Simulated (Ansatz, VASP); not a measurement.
# Cross-check of GaN between VASP and Ansatz, part 2 of 2

Aim: how closely do two programs agree when they are given the same cell, functional and k mesh? The cell is taken from a series of runs on this material, whose earlier steps may have relaxed, scaled, displaced or heated it; both programs get it as it stands.

VASP 6.6.1 and Ansatz 0.2.0.

So far: The starting structure; Ansatz: relaxation of cell and atoms, r2SCAN.

## 3. VASP: relaxation of cell and atoms, r2SCAN

Level of this step: r2SCAN; plane waves and PAW (Ga_d, N) (VASP).

The same cell, functional, mesh and smearing now go to VASP, with its own data sets.

Lines of VASP's logs that name or quote its potential files are left out, and so is its time.

INCAR reads:

```
SYSTEM = GaN
PREC = Accurate
ENCUT = 660
EDIFF = 1E-07
NELM = 120
ISMEAR = -1
SIGMA = 0.02
LREAL = .FALSE.
ALGO = Normal
METAGGA = R2SCAN
LASPH = .TRUE.
NBANDS = 89
LORBIT = 11
LWAVE = .FALSE.
LCHARG = .FALSE.
ISIF = 3
IBRION = 2
NSW = 80
EDIFFG = -0.005
GGA_COMPAT = .FALSE.
NELMIN = 4
EFERMI = MIDGAP
LMIXTAU = .TRUE.
KPAR = 4
```

POSCAR reads:

```
GaN
1.0
    6.3780000000      0.0000000000      0.0000000000
   -3.1890000000      5.5235100300      0.0000000000
    0.0000000000      0.0000000000      5.1850000000
Ga N
8 8
Direct
    0.1666666700      0.3333333300      0.0000000000
    0.3333333300      0.1666666700      0.5000000000
    0.1666666700      0.8333333300      0.0000000000
    0.3333333300      0.6666666700      0.5000000000
    0.6666666700      0.3333333300      0.0000000000
    0.8333333300      0.1666666700      0.5000000000
    0.6666666700      0.8333333300      0.0000000000
    0.8333333300      0.6666666700      0.5000000000
    0.3333333300      0.1666666700      0.1239072100
    0.1666666700      0.3333333300      0.6239072100
    0.3333333300      0.6666666700      0.1239072100
    0.1666666700      0.8333333300      0.6239072100
    0.8333333300      0.1666666700      0.1239072100
    0.6666666700      0.3333333300      0.6239072100
    0.8333333300      0.6666666700      0.1239072100
    0.6666666700      0.8333333300      0.6239072100
```

KPOINTS reads:

```
Automatic mesh
0
Gamma
5 5 5
0 0 0
```

PAW data sets: Ga_d and N (PBE family, release 64).

On the command line:

```
$ mpirun -np 4 vasp_std
```

Numbers of over 12 decimals in the logs are rounded to 6 here.

Output:

```text
[banner, memory and clock lines left out]
running    4 mpi-ranks, on    1 nodes
 distrk:  each k-point on    1 cores,    4 groups
 distr:  one band on    1 cores,    1 groups

 POSCAR found type information on POSCAR GaN
 POSCAR found :  2 types and      16 ions
|                                                                             |
|               ----> ADVICE to this user running VASP <----                  |
|                                                                             |
|     You enforced a specific xc type in the INCAR file but a different       |
|     [... a line on the potential file left out ...]
|     I HOPE YOU KNOW WHAT YOU ARE DOING!                                     |
|                                                                             |

 LDA part: xc-table for (None), standard interpolation
 POSCAR, INCAR and KPOINTS ok, starting setup
 FFT: planning ... GRIDC
 FFT: planning ... GRID_SOFT
 FFT: planning ... GRID
 WAVECAR not read
 entering main loop
       N       E                     dE             d eps       ncg     rms          rms(c)
DAV:   1     0.227966499164E+04    0.22797E+04   -0.68503E+04  3047   0.358E+03
DAV:   2     0.415980967597E+03   -0.18637E+04   -0.17362E+04  2670   0.104E+03
DAV:   3    -0.139964451322E+03   -0.55595E+03   -0.51975E+03  3230   0.331E+02
DAV:   4    -0.208987110049E+03   -0.69023E+02   -0.67289E+02  3100   0.117E+02
DAV:   5    -0.214522992540E+03   -0.55359E+01   -0.54909E+01  3718   0.334E+01    0.202E+01
DAV:   6    -0.180367860379E+03    0.34155E+02   -0.41444E+01  4064   0.581E+01    0.646E+00
DAV:   7    -0.172707534286E+03    0.76603E+01   -0.97985E+00  3058   0.136E+01    0.453E+00
DAV:   8    -0.184193665034E+03   -0.11486E+02   -0.85748E+00  3764   0.227E+01    0.399E+00
DAV:   9    -0.181075386376E+03    0.31183E+01   -0.22668E+00  3088   0.937E+00    0.181E+00
DAV:  10    -0.175542017288E+03    0.55334E+01   -0.14313E+00  3070   0.785E+00    0.488E-01
DAV:  11    -0.174141392224E+03    0.14006E+01   -0.11301E+00  3004   0.571E+00    0.953E-01
DAV:  12    -0.175279622286E+03   -0.11382E+01   -0.45710E-01  2758   0.325E+00    0.577E-01
DAV:  13    -0.175257713950E+03    0.21908E-01   -0.19864E-02  3626   0.735E-01    0.708E-01
DAV:  14    -0.175276876041E+03   -0.19162E-01   -0.26440E-02  2852   0.117E+00    0.308E-01
[...]
DAV:  19    -0.175291376013E+03   -0.17626E-03   -0.33482E-04  2812   0.123E-01    0.362E-02
DAV:  20    -0.175291674755E+03   -0.29874E-03   -0.49366E-05  2980   0.631E-02    0.201E-02
DAV:  21    -0.175291849113E+03   -0.17436E-03   -0.67639E-05  2972   0.634E-02    0.823E-03
DAV:  22    -0.175291861254E+03   -0.12141E-04   -0.24139E-05  3276   0.287E-02    0.618E-03
DAV:  23    -0.175291861554E+03   -0.30006E-06   -0.51096E-06  3172   0.231E-02    0.546E-03
DAV:  24    -0.175291860878E+03    0.67559E-06   -0.29036E-06  3532   0.102E-02    0.186E-03
DAV:  25    -0.175291861260E+03   -0.38145E-06   -0.74958E-07  2564   0.565E-03    0.927E-04
DAV:  26    -0.175291861280E+03   -0.19991E-07   -0.22995E-07  2020   0.265E-03
   1 F= -.17529186E+03 E0= -.17529186E+03  d E =-.175292E+03
 curvature:   0.00 expect dE= 0.000E+00 dE for cont linesearch  0.000E+00
 trial: gam= 0.00000 g(F)=  0.247E-02 g(S)=  0.402E-02 ort = 0.000E+00 (trialstep = 0.100E+01)
 search vector abs. value=  0.649E-02
 bond charge predicted
       N       E                     dE             d eps       ncg     rms          rms(c)
DAV:   1    -0.175306220438E+03   -0.14359E-01   -0.94726E-01  3664   0.658E+00    0.938E-01
DAV:   2    -0.175296917232E+03    0.93032E-02   -0.11460E-01  3354   0.317E+00    0.464E-01
DAV:   3    -0.175291304090E+03    0.56131E-02   -0.21291E-02  4143   0.794E-01    0.141E-01
DAV:   4    -0.175291646909E+03   -0.34282E-03   -0.48048E-03  3098   0.366E-01    0.361E-02
DAV:   5    -0.175291680637E+03   -0.33728E-04   -0.14105E-03  2728   0.194E-01    0.281E-02
DAV:   6    -0.175291965580E+03   -0.28494E-03   -0.20312E-04  2986   0.967E-02    0.155E-02
DAV:   7    -0.175291874031E+03    0.91549E-04   -0.91265E-05  2833   0.690E-02    0.762E-03
DAV:   8    -0.175291987066E+03   -0.11303E-03   -0.30991E-05  2890   0.437E-02    0.326E-03
DAV:   9    -0.175291986333E+03    0.73269E-06   -0.90135E-06  3530   0.152E-02    0.341E-03
DAV:  10    -0.175291991298E+03   -0.49655E-05   -0.13184E-06  2844   0.642E-03    0.225E-03
DAV:  11    -0.175291990856E+03    0.44216E-06   -0.23291E-07  2194   0.240E-03    0.744E-04
DAV:  12    -0.175291994649E+03   -0.37929E-05   -0.34461E-07  2196   0.416E-03    0.207E-04
DAV:  13    -0.175291995253E+03   -0.60371E-06   -0.53070E-08  1476   0.191E-03    0.300E-04
DAV:  14    -0.175291994608E+03    0.64494E-06   -0.20697E-08  1444   0.111E-03    0.171E-04
DAV:  15    -0.175291994915E+03   -0.30739E-06   -0.45730E-09  1442   0.615E-04    0.459E-05
DAV:  16    -0.175291994764E+03    0.15090E-06   -0.34638E-09  1417   0.631E-04    0.108E-04
DAV:  17    -0.175291994747E+03    0.17750E-07   -0.88031E-10  1380   0.223E-04
   2 F= -.17529199E+03 E0= -.17529199E+03  d E =-.133467E-03
 trial-energy change:   -0.000133  1 .order   -0.000327   -0.006493    0.005838
 step:   0.5030(harm=  0.5265)  dis= 0.00137  next Energy=  -175.293469 (dE=-0.161E-02)
 bond charge predicted
       N       E                     dE             d eps       ncg     rms          rms(c)
DAV:   1    -0.175296838581E+03   -0.48438E-02   -0.23164E-01  3644   0.322E+00    0.467E-01
DAV:   2    -0.175294596150E+03    0.22424E-02   -0.28587E-02  3312   0.159E+00    0.231E-01
DAV:   3    -0.175293351532E+03    0.12446E-02   -0.53683E-03  4176   0.394E-01    0.711E-02
DAV:   4    -0.175293399947E+03   -0.48415E-04   -0.11454E-03  3109   0.182E-01    0.182E-02
DAV:   5    -0.175293432904E+03   -0.32957E-04   -0.35679E-04  2725   0.990E-02    0.134E-02
DAV:   6    -0.175293471897E+03   -0.38993E-04   -0.48117E-05  2986   0.493E-02    0.684E-03
DAV:   7    -0.175293455690E+03    0.16207E-04   -0.21089E-05  2861   0.328E-02    0.387E-03
DAV:   8    -0.175293466589E+03   -0.10900E-04   -0.76360E-06  2848   0.209E-02    0.168E-03
DAV:   9    -0.175293467846E+03   -0.12562E-05   -0.21694E-06  3231   0.748E-03    0.160E-03
DAV:  10    -0.175293466607E+03    0.12384E-05   -0.32434E-07  2434   0.318E-03    0.913E-04
DAV:  11    -0.175293466934E+03   -0.32707E-06   -0.50193E-08  1617   0.155E-03    0.368E-04
DAV:  12    -0.175293465920E+03    0.10141E-05   -0.59467E-08  1552   0.176E-03    0.912E-05
DAV:  13    -0.175293465822E+03    0.98389E-07   -0.16663E-08  1425   0.908E-04
   3 F= -.17529347E+03 E0= -.17529347E+03  d E =-.160454E-02
 curvature:  -0.26 expect dE=-0.621E-05 dE for cont linesearch -0.103E-05
 trial: gam=-0.02096 g(F)=  0.189E-04 g(S)=  0.471E-05 ort = 0.160E-03 (trialstep = 0.901E+00)
 search vector abs. value=  0.198E-04
 reached required accuracy - stopping structural energy minimisation
```

Parts of OUTCAR (step 3):

```text
ion  position               nearest neighbor table
   1  0.167  0.333  0.000-   9 1.95  10 1.95  13 1.95  11 1.95
   2  0.333  0.167  0.500-  10 1.95   9 1.95  14 1.95  12 1.95
   3  0.167  0.833  0.000-  11 1.95  12 1.95  15 1.95   9 1.95
   4  0.333  0.667  0.500-  12 1.95  11 1.95  16 1.95  10 1.95
   5  0.667  0.333  0.000-  13 1.95  14 1.95   9 1.95  15 1.95
   6  0.833  0.167  0.500-  14 1.95  13 1.95  10 1.95  16 1.95
   7  0.667  0.833  0.000-  15 1.95  16 1.95  11 1.95  13 1.95
   8  0.833  0.667  0.500-  16 1.95  15 1.95  12 1.95  14 1.95
   9  0.333  0.167  0.124-   1 1.95   2 1.95   5 1.95   3 1.95
  10  0.167  0.333  0.624-   2 1.95   1 1.95   6 1.95   4 1.95
  11  0.333  0.667  0.124-   3 1.95   4 1.95   7 1.95   1 1.95
  12  0.167  0.833  0.624-   4 1.95   3 1.95   8 1.95   2 1.95
  13  0.833  0.167  0.124-   5 1.95   6 1.95   1 1.95   7 1.95
  14  0.667  0.333  0.624-   6 1.95   5 1.95   2 1.95   8 1.95
  15  0.833  0.667  0.124-   7 1.95   8 1.95   3 1.95   5 1.95
  16  0.667  0.833  0.624-   8 1.95   7 1.95   4 1.95   6 1.95

  LATTYP: Found a hexagonal cell.
 ALAT       =     6.3780000000
 C/A-ratio  =     0.8129507683

 Subroutine GETGRP returns: Found 12 space group operations
 (whereof  6 operations were pure point group operations)

The static configuration has the point symmetry C_3v.
 The point group associated with its full space group is C_6v.

 Found     15 irreducible k-points:

   k-points           NKPTS =     15   k-points in BZ     NKDIM =     15   number of bands    NBANDS=     89

   dimension x,y,z NGX =    54 NGY =   54 NGZ =   48
   dimension x,y,z NGXF=   108 NGYF=  108 NGZF=   96

   ENCUT  =  660.0 eV  48.51 Ry    6.96 a.u.  13.36 13.36 10.86*2*pi/ulx,y,z

   NELECT =     144.0000    total number of electrons

 k-points in reciprocal lattice and weights: Automatic mesh
   0.00000000  0.00000000  0.00000000       0.008
   0.20000000  0.00000000  0.00000000       0.048
   0.40000000  0.00000000  0.00000000       0.048
   0.20000000  0.20000000  0.00000000       0.048
   0.40000000  0.20000000  0.00000000       0.048
   0.00000000  0.00000000  0.20000000       0.016
   0.20000000  0.00000000  0.20000000       0.096
   0.40000000  0.00000000  0.20000000       0.096
   0.20000000  0.20000000  0.20000000       0.096
[...]
0.20000000  0.20000000  0.40000000       0.096
   0.40000000  0.20000000  0.40000000       0.096

 average (electrostatic) potential at core
       1 -68.2982       2 -68.2982       3 -68.2982       4 -68.2982       5 -68.2982
       6 -68.2982       7 -68.2982       8 -68.2982       9 -64.9561      10 -64.9561
      11 -64.9561      12 -64.9561      13 -64.9561      14 -64.9561      15 -64.9561
      16 -64.9561

 E-fermi :   6.1902

 k-point     1 :       0.0000    0.0000    0.0000
  band No.  band energies     occupation
    ...
     68       4.0153      2.00000
     69       4.0153      2.00000
     70       5.0002      2.00000
     71       5.0392      2.00000
     72       5.0392      2.00000
     73       7.3412      0.00000
     74       9.8147      0.00000
     75      10.6019      0.00000
     76      10.6019      0.00000
     77      10.6019      0.00000
    ...

 k-point     2 :       0.2000    0.0000    0.0000
  band No.  band energies     occupation
    ...
     68       3.7684      2.00000
     69       4.1120      2.00000
     70       4.2141      2.00000
     71       4.8996      2.00000
     72       4.9480      2.00000
     73       8.0983      0.00000
     74      10.4252      0.00000
     75      10.5890      0.00000
     76      11.1786      0.00000
     77      11.2200      0.00000
    ...

 k-point     3 :       0.4000    0.0000    0.0000
  band No.  band energies     occupation
    ...
     68       3.2780      2.00000
     69       4.0017      2.00000
     70       4.3692      2.00000
     71       4.5751      2.00000
     72       4.6921      2.00000
     73       9.2677      0.00000
     74      10.2002      0.00000
     75      11.2772      0.00000
     76      11.2772      0.00000
     77      11.3879      0.00000
    ...

  Total       -0.0258765     -0.0258765     -0.0149078      0.0000000     -0.0000000      0.0000000
  in kB       -0.2265515     -0.2265515     -0.1305195      0.0000000     -0.0000000      0.0000000
  external PRESSURE =      -0.1945408 kB  Pullay stress =       0.0000000 kB

  energy-cutoff  :      660.00
  volume of cell :      183.00
      direct lattice vectors                 reciprocal lattice vectors
     6.378303433  0.000000000  0.000000000     0.156781503  0.090517843  0.000000000
    -3.189151717  5.523772811  0.000000000     0.000000000  0.181035686 -0.000000000
    -0.000000000  0.000000000  5.194070802     0.000000000  0.000000000  0.192527218

 POSITION                                       TOTAL-FORCE (eV/Angst)
 -----------------------------------------------------------------------------------
      0.00000      1.84126      0.00138        -0.000000      0.000000      0.004953
      1.59458      0.92063      2.59842         0.000000      0.000000      0.004953
     -1.59458      4.60314      0.00138        -0.000000      0.000000      0.004953
     -0.00000      3.68252      2.59842        -0.000000     -0.000000      0.004953
      3.18915      1.84126      0.00138        -0.000000      0.000000      0.004953
      4.78373      0.92063      2.59842        -0.000000      0.000000      0.004953
      1.59458      4.60314      0.00138        -0.000000     -0.000000      0.004953
      3.18915      3.68252      2.59842         0.000000     -0.000000      0.004953
      1.59458      0.92063      0.64220         0.000000     -0.000000     -0.004953
      0.00000      1.84126      3.23924         0.000000     -0.000000     -0.004953
     -0.00000      3.68252      0.64220         0.000000      0.000000     -0.004953
     -1.59458      4.60314      3.23924         0.000000     -0.000000     -0.004953
      4.78373      0.92063      0.64220        -0.000000      0.000000     -0.004953
      3.18915      1.84126      3.23924         0.000000     -0.000000     -0.004953
      3.18915      3.68252      0.64220        -0.000000     -0.000000     -0.004953
      1.59458      4.60314      3.23924        -0.000000     -0.000000     -0.004953
 -----------------------------------------------------------------------------------
    total drift:                                0.000016     -0.000018     -0.040970

  FREE ENERGIE OF THE ION-ELECTRON SYSTEM (eV)
  ---------------------------------------------------
  free  energy   TOTEN  =      -175.2934658218 eV

  energy  without entropy=     -175.2934658218  energy(sigma->0) =     -175.29346582

 reached required accuracy - stopping structural energy minimisation

 total charge
# of ion       s       p       d       tot
------------------------------------------
    1        0.754   0.875  10.191  11.819
    2        0.754   0.875  10.191  11.819
    3        0.754   0.875  10.191  11.819
    4        0.754   0.875  10.191  11.819
    5        0.754   0.875  10.191  11.819
    6        0.754   0.875  10.191  11.819
    7        0.754   0.875  10.191  11.819
    8        0.754   0.875  10.191  11.819
    9        1.229   2.540   0.000   3.768
   10        1.229   2.540   0.000   3.768
   11        1.229   2.540   0.000   3.768
   12        1.229   2.540   0.000   3.768
   13        1.229   2.540   0.000   3.768
   14        1.229   2.540   0.000   3.768
   15        1.229   2.540   0.000   3.768
   16        1.229   2.540   0.000   3.768
--------------------------------------------------
tot         15.859  27.316  81.526 124.700

[... 3 further parts left out ...]
```

The run keeps the 12 symmetry operations of its start, so it cannot find a distortion of lower symmetry.

## 4. Differences

Known differences besides the potentials themselves: VASP keeps PBE cores, Ansatz makes them for the functional; the cutoff is 600 eV in Ansatz and 660 eV in VASP; Ansatz adds a Pulay correction to the stress that steers its cell, VASP none. Total energies have different zeros and are not compared.

Compared:

| quantity | Ansatz | VASP | difference |
| --- | --- | --- | --- |
| volume (Å³) | 181.95 | 183.00 | -0.57 % |
| edge a after relaxation, in the typed setting (Å) | 6.366 | 6.378 | -0.19 % |
| edge c after relaxation, in the typed setting (Å) | 5.184 | 5.194 | -0.20 % |

## 5. Summary of results

```json
{
 "difference in volume (relaxation of cell and atoms, r2SCAN)": "-0.57 %"
}
```

The difference in volume is -0.57 % (relaxation of cell and atoms, r2SCAN), within the 1.2 % picked in this series as the mark of a large difference, as far as the stopping tolerances let one tell. How closely two codes agree says nothing of how well the functional describes the real material.

[Lines on the potential files, build, host, timing and source positions are cut from VASP's logs without a mark.]

[Logs are printed without paths, hosts, clocks, repeated set-up lines and the standing remarks that a program may print on its own settings, such as how far it seeks lower states.]

[Hosts, paths, dates, database ids (printed as entryN), source tags and the programs' standing remarks are cut or masked in the printed files.]
